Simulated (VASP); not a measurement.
# CrH4F (Cmcm) in VASP: single point with LDA+U

Aim: the single point of CrH4F with LDA+U.

Everything below comes from runs of VASP 6.6.1. Logs are shortened: lines on timing, memory, paths and dates and some standing lists are left out, and cuts for length are marked.

### 1 Starting point

The structure is orthorhombic, space group Cmcm (No. 63). Conventional cell: a = 6.467 Å, b = 5.946 Å, c = 6.487 Å, α = 90.00°, β = 90.00°, γ = 90.00°. Around H (site symmetry m) lie 1 Cr at 1.50 Å. Around H (site symmetry m) lie 1 Cr at 1.45 Å. F (site symmetry m2m) is surrounded by 6 H at 2.11 to 2.32 Å. Cr (site symmetry m2m) is surrounded by 4 H at 1.45 to 1.50 Å.

The cell was built by a generator and needn't be a form met in nature.

### 2 Single point, LDA+U, collinear spin, twin_end start

INCAR

```
SYSTEM = CrH4F
PREC = Accurate ; ENCUT = 520
EDIFF = 1E-6 ; ISMEAR = -1
SIGMA = 0.1401 ; LREAL = .FALSE.
LASPH = .TRUE. ; NELM = 150
ALGO = Normal ; ISIF = 2
LWAVE = .FALSE. ; LCHARG = .TRUE.
ISPIN = 2 ; MAGMOM = -0.03 -0.03 -0.03 -0.03 -0.01 -0.01 -0.01 -0.01 -0.08 -0.08 0.72 0.72
LORBIT = 11 ; LMAXMIX = 4
LDAU = .TRUE. ; LDAUTYPE = 1
LDAUL = -1 -1 2 ; LDAUU = 0 0 5.38
LDAUJ = 0 0 0.94 ; LDAUPRINT = 1
LELF = .TRUE. ; LVHAR = .TRUE.
ISYM = 0 ; NBANDS = 39
```

KPOINTS

```
regular mesh
0
G
  4 4 3
  0 0 0
```

POSCAR

```
CrH4F
1.0
    3.2336927000      2.9728996600      0.0000000000
    3.2336927000     -2.9728996600      0.0000000000
    0.0000000000      0.0000000000     -6.4873650800
H F Cr
8 2 2
Direct
    0.1744000000      0.1998000000      0.7500000000
    0.8256000000      0.8002000000      0.2500000000
    0.1998000000      0.1744000000      0.2500000000
    0.8002000000      0.8256000000      0.7500000000
    0.6911000000      0.3089000000      0.5720000000
    0.3089000000      0.6911000000      0.0720000000
    0.3089000000      0.6911000000      0.4280000000
    0.6911000000      0.3089000000      0.9280000000
    0.3534000000      0.6466000000      0.7500000000
    0.6466000000      0.3534000000      0.2500000000
    0.8390000000      0.1610000000      0.7500000000
    0.1610000000      0.8390000000      0.2500000000
```

Potentials or basis: VASP PAW LDA potentials, release 64 (H, F, Cr_pv).

Launch:

```console
$ cat potpaw_LDA.64/H/POTCAR potpaw_LDA.64/F/POTCAR potpaw_LDA.64/Cr_pv/POTCAR > POTCAR
$ mpirun -np 1 vasp_std > vasp.out
```

OUTCAR:

```text
SYSTEM = CrH4F
   PREC = Accurate
   ENCUT = 520
   EDIFF = 1E-6
   ISMEAR = -1
   LREAL = .FALSE.
   LASPH = .TRUE.
   NELM = 150
   ISIF = 2
   ISPIN = 2
   LORBIT = 11
   ISYM = 0

 ion  position               nearest neighbor table
   1  0.174  0.200  0.750-  11 1.50
   2  0.826  0.800  0.250-  12 1.50
   3  0.200  0.174  0.250-  12 1.50
   4  0.800  0.826  0.750-  11 1.50
   5  0.691  0.309  0.572-  11 1.45
   6  0.309  0.691  0.072-  12 1.45
   7  0.309  0.691  0.428-  12 1.45
   8  0.691  0.309  0.928-  11 1.45
   9  0.353  0.647  0.750-
  10  0.647  0.353  0.250-
  11  0.839  0.161  0.750-   5 1.45   8 1.45   1 1.50   4 1.50
  12  0.161  0.839  0.250-   6 1.45   7 1.45   2 1.50   3 1.50

IMPORTANT INFORMATION: All symmetrisations will be switched off!
NOSYMM: (Re-)initialisation of all symmetry stuff for point group C_1.

----------------------------------------------------------------------------------------

                                     Primitive cell

  volume of cell :     124.7318

  direct lattice vectors                    reciprocal lattice vectors
     3.233692700  2.972899660  0.000000000     0.154621990  0.168185966  0.000000000
     3.233692700 -2.972899660  0.000000000     0.154621990 -0.168185966  0.000000000
     0.000000000  0.000000000 -6.487365080     0.000000000  0.000000000 -0.154145788

  length of vectors
     4.392596142  4.392596142  6.487365080     0.228461110  0.228461110  0.154145788

  position of ions in fractional coordinates (direct lattice)
     0.174400000  0.199800000  0.750000000
     0.825600000  0.800200000  0.250000000
     0.199800000  0.174400000  0.250000000
     0.800200000  0.825600000  0.750000000
     0.691100000  0.308900000  0.572000000
     0.308900000  0.691100000  0.072000000
     0.308900000  0.691100000  0.428000000
     0.691100000  0.308900000  0.928000000
     0.353400000  0.646600000  0.750000000
     0.646600000  0.353400000  0.250000000
     0.839000000  0.161000000  0.750000000
     0.161000000  0.839000000  0.250000000

  ion indices of the primitive-cell ions
   primitive index   ion index
                 1           1
                 2           2
                 3           3
                 4           4
                 5           5
                 6           6
                 7           7
                 8           8
                 9           9
                10          10
                11          11
                12          12

----------------------------------------------------------------------------------------

 KPOINTS: regular mesh

Automatic generation of k-mesh.
 Grid dimensions read from file:
 generate k-points for:    4    4    3

 Generating k-lattice:

  Cartesian coordinates                     Fractional coordinates (reciprocal lattice)
     0.038655497  0.042046491  0.000000000     0.250000000 -0.000000000  0.000000000
     0.038655497 -0.042046491  0.000000000    -0.000000000  0.250000000  0.000000000
     0.000000000  0.000000000 -0.051381929     0.000000000  0.000000000  0.333333333

  Length of vectors
     0.057115278  0.057115278  0.051381929

  Shift w.r.t. Gamma in fractional coordinates (k-lattice)
     0.000000000  0.000000000  0.000000000

 Subroutine IBZKPT returns following result:
[... 119 lines left out ...]
  o =  0.6037  v =  0.0000  0.0000  0.0000  0.0000  0.0000  0.0005 -1.0000 -0.0000 -0.0000 -0.0000      0.0000  0.0000  0.0000  0.0000  0.0000  0.0000  0.0000  0.0000  0.0000  0.0000
  o =  0.6330  v =  1.0000  0.0015  0.0000  0.0000  0.0002  0.0000  0.0000  0.0000  0.0000  0.0000      0.0000  0.0000  0.0000  0.0000  0.0000  0.0000  0.0000  0.0000  0.0000  0.0000
  o =  0.6566  v =  0.0015 -1.0000  0.0000  0.0000  0.0000  0.0000  0.0000  0.0000  0.0000  0.0000      0.0000  0.0000  0.0000  0.0000  0.0000  0.0000  0.0000  0.0000  0.0000  0.0000
  o =  0.9161  v =  0.0000 -0.0000 -0.0001 -1.0000 -0.0002  0.0000  0.0000  0.0000  0.0000  0.0000      0.0000  0.0000  0.0000  0.0000  0.0000  0.0000  0.0000  0.0000  0.0000  0.0000

atom =  12  type =  3  l = 2

 onsite density matrix

spin component  1

  0.6330 -0.0000  0.0000 -0.0000  0.0000
 -0.0000  0.6566 -0.0000  0.0000 -0.0000
  0.0000 -0.0000  0.4133  0.0000 -0.1913
 -0.0000  0.0000  0.0000  0.9161  0.0001
  0.0000 -0.0000 -0.1913  0.0001  0.1205

spin component  2

  0.5450 -0.0000 -0.0000 -0.0000 -0.0000
 -0.0000  0.6037  0.0000 -0.0000  0.0000
 -0.0000  0.0000  0.3378  0.0000 -0.2086
 -0.0000 -0.0000  0.0000  0.0006  0.0000
 -0.0000  0.0000 -0.2086  0.0000  0.1546

 occupancies and eigenvectors

  o =  0.0006  v =  0.0000  0.0000  0.0000  0.0000  0.0000  0.0000  0.0000 -0.0002  1.0000 -0.0003      0.0000  0.0000  0.0000  0.0000  0.0000  0.0000  0.0000  0.0000  0.0000  0.0000
  o =  0.0184  v =  0.0000  0.0000  0.0000  0.0000  0.0000  0.0000 -0.0000  0.5468  0.0004  0.8372      0.0000  0.0000  0.0000  0.0000  0.0000  0.0000  0.0000  0.0000  0.0000  0.0000
  o =  0.0260  v =  0.0000 -0.0000 -0.4429  0.0001 -0.8966  0.0000  0.0000  0.0000  0.0000  0.0000      0.0000  0.0000  0.0000  0.0000  0.0000  0.0000  0.0000  0.0000  0.0000  0.0000
  o =  0.4740  v =  0.0000  0.0000  0.0000  0.0000  0.0000  0.0000 -0.0000 -0.8372 -0.0000  0.5468      0.0000  0.0000  0.0000  0.0000  0.0000  0.0000  0.0000  0.0000  0.0000  0.0000
  o =  0.5078  v =  0.0000 -0.0000 -0.8966 -0.0000  0.4429  0.0000  0.0000  0.0000  0.0000  0.0000      0.0000  0.0000  0.0000  0.0000  0.0000  0.0000  0.0000  0.0000  0.0000  0.0000
  o =  0.5450  v =  0.0000  0.0000  0.0000  0.0000  0.0000 -1.0000 -0.0003  0.0000  0.0000  0.0000      0.0000  0.0000  0.0000  0.0000  0.0000  0.0000  0.0000  0.0000  0.0000  0.0000
  o =  0.6037  v =  0.0000  0.0000  0.0000  0.0000  0.0000  0.0003 -1.0000 -0.0000  0.0000 -0.0000      0.0000  0.0000  0.0000  0.0000  0.0000  0.0000  0.0000  0.0000  0.0000  0.0000
  o =  0.6330  v =  1.0000  0.0008  0.0000  0.0000  0.0000  0.0000  0.0000  0.0000  0.0000  0.0000      0.0000  0.0000  0.0000  0.0000  0.0000  0.0000  0.0000  0.0000  0.0000  0.0000
  o =  0.6566  v =  0.0008 -1.0000  0.0000  0.0000  0.0000  0.0000  0.0000  0.0000  0.0000  0.0000      0.0000  0.0000  0.0000  0.0000  0.0000  0.0000  0.0000  0.0000  0.0000  0.0000
  o =  0.9161  v = -0.0000  0.0000  0.0000  1.0000  0.0001  0.0000  0.0000  0.0000  0.0000  0.0000      0.0000  0.0000  0.0000  0.0000  0.0000  0.0000  0.0000  0.0000  0.0000  0.0000

 number of electron      45.9999996 magnetization       2.0033664

 Free energy of the ion-electron system (eV)
  ---------------------------------------------------
  ext. energy  EPLUGINS =         0.00000000
  ---------------------------------------------------
  free energy    TOTEN  =       -37.18692596 eV

  energy without entropy =      -37.18040366  energy(sigma->0) =      -37.18366481

 E-fermi :  -0.8526     XC(G=0):  -8.8118

 val. band max:       -1.6737732597   @ k =   0.5000  -0.0000   0.0000
 cond. band min:      -0.3008106466   @ k =  -0.0000   0.5000  -0.3333
 fundamental gap:      1.3729626131
 Fermi energy:        -0.8526000275

 spin component 1

 k-point     1 :       0.0000    0.0000    0.0000
  band No.  band energies     occupation
      1     -44.1183      1.00000
      2     -44.1173      1.00000
      3     -43.6750      1.00000
      4     -43.6709      1.00000
      5     -43.6521      1.00000
      6     -43.6518      1.00000
[... 1817 lines left out ...]
     34       5.6832      0.00000
     35       8.2688      0.00000

 [... further k-points ...]

 [bands above 35 left out]

------------------------ aborting loop because EDIFF is reached ----------------------------------------

  FORCE on cell =-STRESS in cart. coord.  units (eV):
  Direction    XX          YY          ZZ          XY          YZ          ZX
  --------------------------------------------------------------------------------------
  -------------------------------------------------------------------------------------
  Total        0.2154119     -1.5571078      4.9057079     -0.0000513      0.0000037     -0.0000793
  in kB        2.7669601    -20.0010107     63.0136938     -0.0006586      0.0000479     -0.0010187
  external PRESSURE =      15.2598811 kB  Pullay stress =       0.0000000 kB

 VOLUME and BASIS-vectors are now :
 -----------------------------------------------------------------------------
  energy-cutoff  :      520.00
  volume of cell :      124.73
      direct lattice vectors                 reciprocal lattice vectors
     3.233692700  2.972899660  0.000000000     0.154621990  0.168185966  0.000000000
     3.233692700 -2.972899660  0.000000000     0.154621990 -0.168185966  0.000000000
     0.000000000  0.000000000 -6.487365080     0.000000000  0.000000000 -0.154145788

 POSITION                                       TOTAL-FORCE (eV/Angst)
 -----------------------------------------------------------------------------------
      1.21005     -0.07551     -4.86552         1.065590      0.702311     -0.000031
      5.25734      0.07551     -1.62184        -1.065568     -0.702387      0.000017
      1.21005      0.07551     -1.62184         1.065573     -0.702362     -0.000018
      5.25734     -0.07551     -4.86552        -1.065571      0.702391      0.000034
      3.23369      1.13624     -3.71077        -0.000017     -0.996768      1.895161
      3.23369     -1.13624     -0.46709        -0.000018      0.996760      1.895173
      3.23369     -1.13624     -2.77659         0.000011      0.996757     -1.895177
      3.23369      1.13624     -6.02027         0.000044     -0.996772     -1.895157
      3.23369     -0.87165     -4.86552         0.000014      0.086473      0.000003
      3.23369      0.87165     -1.62184        -0.000001     -0.086486     -0.000002
      3.23369      2.01563     -4.86552        -0.000071      0.321975     -0.000014
      3.23369     -2.01563     -1.62184         0.000014     -0.321893      0.000011
 -----------------------------------------------------------------------------------
    total drift:                               -0.000007      0.000027     -0.000007

  FREE ENERGIE OF THE ION-ELECTRON SYSTEM (eV)
  ---------------------------------------------------
  free  energy   TOTEN  =       -37.1869259554 eV

  energy  without entropy=      -37.1804036633  energy(sigma->0) =      -37.18366481

 total charge

# of ion       s       p       d       tot
------------------------------------------
    1        0.526   0.016   0.000   0.543
    2        0.526   0.016   0.000   0.543
    3        0.526   0.016   0.000   0.543
    4        0.526   0.016   0.000   0.543
    5        0.531   0.022   0.000   0.553
    6        0.531   0.022   0.000   0.553
    7        0.531   0.022   0.000   0.553
    8        0.531   0.022   0.000   0.553
    9        1.739   4.199   0.000   5.938
   10        1.739   4.199   0.000   5.938
   11        0.547   6.240   4.346  11.132
   12        0.547   6.240   4.346  11.132
--------------------------------------------------
tot          8.803  21.029   8.691  38.523

 magnetization (x)

# of ion       s       p       d       tot
------------------------------------------
    1       -0.023   0.002   0.000  -0.021
    2       -0.023   0.002   0.000  -0.021
    3       -0.023   0.002   0.000  -0.021
    4       -0.023   0.002   0.000  -0.021
    5       -0.019   0.002   0.000  -0.016
    6       -0.019   0.002   0.000  -0.016
    7       -0.019   0.002   0.000  -0.016
    8       -0.019   0.002   0.000  -0.016
    9       -0.001  -0.047   0.000  -0.048
   10       -0.001  -0.047   0.000  -0.048
   11        0.012  -0.014   1.095   1.093
   12        0.012  -0.014   1.095   1.093
--------------------------------------------------
tot         -0.147  -0.104   2.190   1.939
```

Run time: 6.7 min. Hardware: 1 thread of Intel Xeon 6975P-C (Granite Rapids), shared host; peak memory 0.31 GiB.

What came out:

```yaml
Free_energy: -37.1869 eV
Pressure: 1.5 GPa
Largest_force: 2.141 eV/Å
Band_gap_on_the_k_mesh: 1.37 eV, indirect (least direct gap 1.38 eV)
Net_moment: 2.00 μB per cell
Site_moments: H -0.02; F -0.05; Cr +1.09 μB
Valence_electrons_inside_the_program's_atomic_spheres: H 0.54, 0.55; F 5.94; Cr 11.13
```

Forces on the atoms (eV/Å):
```
H    1.066  0.702  0.000
H   -1.066 -0.702  0.000
H    1.066 -0.702  0.000
H   -1.066  0.702  0.000
H    0.000 -0.997  1.895
H    0.000  0.997  1.895
H    0.000  0.997 -1.895
H    0.000 -0.997 -1.895
F    0.000  0.086  0.000
F    0.000 -0.086  0.000
Cr   0.000  0.322  0.000
Cr   0.000 -0.322  0.000
```

Stress tensor (GPa, compression positive):
```
 0.28  0.00  0.00
 0.00 -2.00  0.00
 0.00  0.00  6.30
```

Eigenvalues of the final occupation matrices:
```tsv
site	spin	trace	eigenvalues
site 11 d	1	2.74	0.03 0.51 0.63 0.66 0.92
site 11 d	2	1.64	0.00 0.02 0.47 0.55 0.60
site 12 d	1	2.74	0.03 0.51 0.63 0.66 0.92
site 12 d	2	1.64	0.00 0.02 0.47 0.55 0.60
```

Caveat: an odd mesh through Γ misses points on the zone boundary, where band edges often lie; forces of over 1 eV/Å show positions far from the minimum, so gaps and moduli don't describe the material at rest. The state reached can hang on the start; a lower one may exist.
